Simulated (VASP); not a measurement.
Input:

```xyz
2
Lattice="0.0000 3.1874 3.1874 3.1874 0.0000 3.1874 3.1874 3.1874 0.0000" Properties=species:S:1:pos:R:3 pbc="T T T"
Cd     0.0000     0.0000     0.0000
Se     1.5937     1.5937     1.5937
```

All values below come from vdW-DF2, VASP's PBE PAW potentials (set 64) (plane waves; VASP). Numerical set-up: 520 eV cut-off, Gaussian smearing of 0.050 eV, potentials Cd Se.

Q: Give the energies of bands 7 to 11 at the high-symmetry points, in eV from the valence-band maximum.

A: 
```csv
band,Γ,X,U,L,W
7,0.00,-3.52,-3.44,-3.67,-3.41
8,0.00,-1.42,-1.97,-0.57,-1.77
9,0.00,-1.42,-1.16,-0.57,-1.68
10,0.04,3.20,3.47,2.00,4.25
11,5.83,3.40,4.70,6.29,5.05
```

The gap is direct, 0.04 eV, from the valence maximum at Γ to the conduction minimum at Γ.

The compound is CdSe in the zinc blende structure, whereas wurtzite is the usual form. It was relaxed first, which changed the volume by +17 %.
